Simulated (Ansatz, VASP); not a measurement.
# InGe10H (Ge(111)-(1x1)-In, top site, H below) in two plane-wave programs

One calculation is typed for both programs; each brings its own data sets. How far apart do they land? Of the first pair: The structure shown is the start of the Ansatz relaxation below; VASP solves that cell, so the two are compared at the walk's first step.

Calculated with Ansatz 0.2.0; plane waves, with VASP 6.6.1 beside it; single point at LDA.

### Step 1. Set-up

The cell holds 12 atoms: 1 H, 10 Ge and 1 In. Its edges and angles: a = 4.002 Å, b = 4.002 Å, c = 36.008 Å, α = 90.0°, β = 90.0°, γ = 120.0°. Vacuum lies along c.

### Step 2. Ansatz: relaxation, LDA

Ansatz runs on its default PAW (the set named soft_2) files.

The two programs are compared at the cell with which this relaxation starts, whose forces are those of its first step.

input.yaml reads:

```yaml
crystal:
  lattice:
    - [4.00222438, 0.0, 0.0]
    - [-2.00111219, 3.46602799, 0.0]
    - [0.0, 0.0, 36.0081607254]
  atoms:
    - { symbol: H, position: [0.0, 0.0, 0.2499433411] }
    - { symbol: Ge, position: [0.0, 0.0, 0.2916005647] }
    - { symbol: Ge, position: [0.66666667, 0.33333333, 0.3142884947] }
    - { symbol: Ge, position: [0.66666667, 0.33333333, 0.3823522848] }
    - { symbol: Ge, position: [0.33333333, 0.66666667, 0.4050402148] }
    - { symbol: Ge, position: [0.33333333, 0.66666667, 0.4731040049] }
    - { symbol: Ge, position: [0.0, 0.0, 0.4957919349] }
    - { symbol: Ge, position: [0.0, 0.0, 0.563855725] }
    - { symbol: Ge, position: [0.66666667, 0.33333333, 0.586543655] }
    - { symbol: Ge, position: [0.66666667, 0.33333333, 0.6546074451] }
    - { symbol: Ge, position: [0.33333333, 0.66666667, 0.6772953751] }
    - { symbol: In, position: [0.33333333, 0.66666667, 0.7500566589] }
kpoints:
  mp_grid: { grid: [12, 12, 1] }
hamiltonian:
  xc: lda
scf:
  occupations: { method: fermi_dirac, width: 0.1 }
  convergence: { dr2_threshold: 1.0e-08 }
efield:
  axis: 3
  dipole_correction: true
  ramp_position: 0.97
  ramp_width: 0.06
relax:
  f_tol: 0.01
  max_steps: 60
  constraints: [{ sites: [1, 2, 3, 4] }]
output:
  write_potential: true
  write_density: true
  volumetric_format: npy
```

Launch:

```bash
> ansatz run input.yaml --threads 4 --pin off --max-ram 12288MiB --backend cpu --events-out ev --progress --plain --runs-dir out
```

Numbers of over 12 decimals in the logs are rounded to 6 here.

Output:

```text
Engine: ansatz 0.2.0, x86_64-unknown-linux-gnu
Pseudopotentials: kind: paw
Pseudopotential: H, paw, valence charge 1, recommended cutoff 420 eV (normal), H.paw.azcp
Pseudopotential: Ge, paw, valence charge 14, recommended cutoff 420 eV (normal), Ge.paw.azcp
Pseudopotential: In, paw, valence charge 13, recommended cutoff 420 eV (normal), In.paw.azcp
Functional definition: SPW92
  exchange = slater_x
  correlation = pw_c
Crystal: 12 atoms, lattice volume = 499.499 Å³
Basis set: ecut = 420 eV, 9841 PW (Γ)
Bands: 93, of which v1, the nominal top of the filled ones, is band 77 counted from 1 (76 counted from 0)
Symmetry: 6 space group operations
Space group: P3m1 (ITA 156), of the structure as read, at distance tolerance 7.9e-5 Å
k-points: 19 of 144 (time reversal used)
Non-local potential: H, projectors of the file, l = 0: 2, l = 1: 1
Non-local potential: Ge, projectors of the file, l = 0: 2, l = 1: 2, l = 2: 3, l = 3: 1
Non-local potential: In, projectors of the file, l = 0: 2, l = 1: 2, l = 2: 2, l = 3: 2
PAW form: soft (Blöchl's): semilocal exchange-correlation on the pseudo side does not see the compensation charge
PAW frozen core: Ge, regenerated for the run's functional, and the local potential with it (the file was generated under x = pbe(κ = 0.804, μ = 0.219515), c = pbe(β = 0.066725))
PAW frozen core: In, regenerated for the run's functional, and the local potential with it (the file was generated under x = pbe(κ = 0.804, μ = 0.219515), c = pbe(β = 0.066725))
PAW one-centre angular grid: H, 110 points (default); XC on 64 Gauss nodes
PAW one-centre angular grid: Ge, 590 points (default); XC on 64 Gauss nodes
PAW one-centre angular grid: In, 590 points (default); XC on 64 Gauss nodes
Initial density: superposition of atomic densities (neutral atoms: chi_scale 0, normalization atom), corrected by the library's trained network
Initial wavefunctions: pseudopotential atomic-orbital guess
Functional: x = slater, c = lda
SCF iter   1: F=—  HF=-47628.282232 eV  |F-HF|=—  |Δ(HF+E_count)|=         —  Δρ=4.50e-3  dr2=1.53e-1  ethr=1.77e-3  p=-0.037 e·Å  D=-1.35e-2 V/Å  ΔV_dip=0.49 eV  dr2_dipole=3.15e-3  V_vac-E_F(+/−)=5.17/4.68 eV  ⟨swp⟩=6.4  Hψ=6479  notcnv=0  defer=18
efield: sawtooth ramp at fractional position 0.9700 (set: `efield.ramp_position`, or a place that a band, a saddle search or an elastic batch's reference lends), width 0.0600; the density the first Hamiltonian is built on has a dipole p = -0.037 e·Å; the dipole correction subtracts the counter field D = -1.35e-2 V/Å, which shifts the + side's vacuum level by +0.49 eV against the − side's; the planar-averaged density in the ramp window peaks in size at 2.8e-5 e/Å³
preconditioner: auto → LDOS  [metal: Δε(μ)=0.007 eV  Ē_g=21.564 eV  σ=0.100 eV  W_gap=0.02  n_scr=114 (ndim 8)  ℏωp=20.6 eV  f_vac=0.448  D(μ)=2.85/eV (n_scr^D=10)  β→1.0]
SCF iter   2: F=—  HF=-47628.257531 eV  |F-HF|=—  |Δ(HF+E_count)|=   2.47e-2  Δρ=1.92e-3  dr2=4.39e-2  ethr=9.95e-5  p=-0.062 e·Å  D=-2.24e-2 V/Å  ΔV_dip=0.81 eV  dr2_dipole=1.03e-3  V_vac-E_F(+/−)=5.04/4.23 eV  ⟨swp⟩=3.0  Hψ=3784  notcnv=0  defer=55
SCF iter   3: F=—  HF=-47628.248741 eV  |F-HF|=—  |Δ(HF+E_count)|=   8.79e-3  Δρ=8.51e-4  dr2=1.95e-2  ethr=2.85e-5  p=-0.036 e·Å  D=-1.32e-2 V/Å  ΔV_dip=0.47 eV  dr2_dipole=7.74e-6  V_vac-E_F(+/−)=5.01/4.54 eV  ⟨swp⟩=2.1  Hψ=3401  notcnv=0  defer=55
SCF iter   4: F=—  HF=-47628.245329 eV  |F-HF|=—  |Δ(HF+E_count)|=   3.41e-3  Δρ=3.64e-4  dr2=4.39e-3  ethr=1.26e-5  p=-0.046 e·Å  D=-1.68e-2 V/Å  ΔV_dip=0.61 eV  dr2_dipole=7.41e-4  V_vac-E_F(+/−)=4.98/4.38 eV  ⟨swp⟩=2.0  Hψ=1987  notcnv=0  defer=55
SCF iter   5: F=—  HF=-47628.244644 eV  |F-HF|=—  |Δ(HF+E_count)|=   6.86e-4  Δρ=1.48e-4  dr2=1.17e-3  ethr=2.85e-6  p=-0.042 e·Å  D=-1.54e-2 V/Å  ΔV_dip=0.55 eV  dr2_dipole=1.52e-4  V_vac-E_F(+/−)=4.96/4.41 eV  ⟨swp⟩=2.0  Hψ=2017  notcnv=0  defer=55
SCF iter   6: F=—  HF=-47628.244527 eV  |F-HF|=—  |Δ(HF+E_count)|=   1.16e-4  Δρ=8.09e-5  dr2=2.46e-4  ethr=7.58e-7  p=-0.042 e·Å  D=-1.53e-2 V/Å  ΔV_dip=0.55 eV  dr2_dipole=8.83e-5  V_vac-E_F(+/−)=4.94/4.39 eV  ⟨swp⟩=2.1  Hψ=1996  notcnv=0  defer=55
SCF iter   7: F=—  HF=-47628.244487 eV  |F-HF|=—  |Δ(HF+E_count)|=   4.07e-5  Δρ=2.14e-5  dr2=2.13e-5  ethr=1.60e-7  p=-0.040 e·Å  D=-1.46e-2 V/Å  ΔV_dip=0.53 eV  dr2_dipole=6.49e-6  V_vac-E_F(+/−)=4.93/4.40 eV  ⟨swp⟩=2.0  Hψ=2017  notcnv=0  defer=55
SCF iter   8: F=—  HF=-47628.244489 eV  |F-HF|=—  |Δ(HF+E_count)|=   2.26e-6  Δρ=1.04e-5  dr2=2.67e-6  ethr=1.38e-8  p=-0.040 e·Å  D=-1.45e-2 V/Å  ΔV_dip=0.52 eV  dr2_dipole=1.19e-6  V_vac-E_F(+/−)=4.93/4.40 eV  ⟨swp⟩=2.1  Hψ=2241  notcnv=0  defer=54
SCF iter   9: F=—  HF=-47628.244630 eV  |F-HF|=—  |Δ(HF+E_count)|=   1.40e-4  Δρ=3.68e-6  dr2=1.82e-7  ethr=1.74e-9  p=-0.040 e·Å  D=-1.45e-2 V/Å  ΔV_dip=0.52 eV  dr2_dipole=3.24e-8  V_vac-E_F(+/−)=4.93/4.40 eV  ⟨swp⟩=2.0  Hψ=2151  notcnv=0  defer=45
[...]
SCF converged after 7 iterations
Free energy (F): -47628.291855 eV
Harris-Foulkes:  -47628.291855 eV  (|F-HF|=4.25e-9)
Internal energy: -47628.191443 eV  (E = F + TS)
E sigma→0 (E₀):  -47628.241649 eV
Entropy (-TS):   -0.100412 eV (-8.368 meV/atom)
Fermi energy:    1.877910 eV
Dipole field:    D = -0.009009 V/Å  (p = -0.024869 e·Å, saw-weighted, corrected)
Work function:   Φ+ = 4.8213 eV   Φ− = 4.4969 eV
Levels:          The Fermi level and band energies are counted from a zero that moves with the ramp; work functions are not
--- Per-component energies (eV) ---
  E_band       = -2528.391566
  E_kinetic    = 1371.327470
  E_local      = -256681.269416  (includes V_loc(G=0)·N_el)
  E_nonlocal   = 4586.072782
  E_hartree    = 126212.074512
  E_xc         = -972.799988
  E_vxc        = -761.519870  (∫ρ·V_xc dr)
  E_paw        = -23424.944288  (= ΣΔE_a)
  E_vpaw       = -3467.382344  (= ΣTr[D̂ρ^β])
  E_aug_tail   = 0.001893  (compensation charges beyond the density's cutoff)
  E_efield     = 0.000112  (sawtooth field / dipole correction)
  E_vefield    = 0.245440  (∫n·V_field dr)
  E_ewald      = 101261.977683
  E_core_change = 19.367799  (= ΣΔE_core)
  E_smearing   = -0.100412  (= −TS)
  E_closure    = -0.000000  (closes the sum)
  Σ components = -47628.291855   (vs F -47628.291855, Δ=0.00e0)
--- Forces (eV/Å), atoms counted from 1 ---
  atom   1  H      0.00000000    -0.00000000     0.00162680
  atom   2  Ge     0.00000000     0.00000000     0.35047165
  atom   3  Ge     0.00000000    -0.00000000    -0.12393239
  atom   4  Ge    -0.00000000     0.00000000    -0.14436921
  atom   5  Ge    -0.00000000    -0.00000000    -0.08589202
  atom   6  Ge     0.00000000     0.00000000     0.00042833
  atom   7  Ge     0.00000000    -0.00000000    -0.00170269
  atom   8  Ge     0.00000000     0.00000000     0.00064173
  atom   9  Ge     0.00000000    -0.00000000     0.00066503
  atom  10  Ge     0.00000000     0.00000000     0.00123732
  atom  11  Ge     0.00000000    -0.00000000    -0.00253073
  atom  12  In     0.00000000     0.00000000     0.00219738
  max |Σ_I F_I| component: 1.16e-3 eV/Å
--- Band table (eV; the first three rows and the last of 19) ---
  k-point 0: bands = [... 73 lower, 1.7694, 1.7694, 2.0802, 2.0802, 2.1974, 2.4669, 2.5910, 2.8104, ... 12 higher]
  k-point 1: bands = [... 73 lower, 1.2890, 1.6343, 1.8697, 1.9516, 2.9627, 3.2141, 3.3276, 3.5031, ... 12 higher]
  k-point 2: bands = [... 73 lower, 0.8831, 1.2985, 1.6278, 1.7240, 3.4143, 3.6541, 3.7528, 3.8902, ... 12 higher]
  k-point 18: bands = [... 73 lower, -0.4985, -0.3936, -0.3177, 1.7745, 2.3743, 2.3911, 4.0098, 4.0110, ... 12 higher]
--- Relaxed structure (4 steps of the walk, 4 accepted, 0 SCFs on fresh bases) ---
  F+E_penalty+E_count = -47628.29185466 eV   max|allowed force component| = 2.531e-3 eV/Å
  atoms:
    - { symbol: H, position: [-1.1521989784531551e-18, -5.162064297757259e-19, 0.248601] }
    - { symbol: Ge, position: [0.0, 0.0, 0.2916005647] }
    - { symbol: Ge, position: [0.666667, 0.333333, 0.3142884947] }
    - { symbol: Ge, position: [0.666667, 0.333333, 0.3823522848] }
    - { symbol: Ge, position: [0.333333, 0.666667, 0.4050402148] }
    - { symbol: Ge, position: [0.333333, 0.666667, 0.472624] }
    - { symbol: Ge, position: [-5.761117930791879e-19, -2.5810872724115345e-19, 0.495121] }
    - { symbol: Ge, position: [-8.69763400614876e-19, -3.8967007277142467e-19, 0.562842] }
    - { symbol: Ge, position: [0.666667, 0.333333, 0.585306] }
    - { symbol: Ge, position: [0.666667, 0.333333, 0.653072] }
    - { symbol: Ge, position: [0.333333, 0.666667, 0.675928] }
    - { symbol: In, position: [0.333333, 0.666667, 0.751758] }
```

In the SCF lines HF is the Harris–Foulkes energy and dr2 the Hartree energy of the density residual, in eV; the loop may stop once dr2 is under the threshold and the program's other checks hold. Hψ counts applications of the Hamiltonian.

(Continued in part 2 of 3.)

[Lines on the potential files, build, host, timing and source positions are cut from VASP's logs without a mark.]

[Logs are printed without paths, hosts, clocks, repeated set-up lines and the standing remarks that a program may print on its own settings, such as how far it seeks lower states.]

[Hosts, paths, dates, database ids (printed as entryN), source tags and the programs' standing remarks are cut or masked in the printed files.]
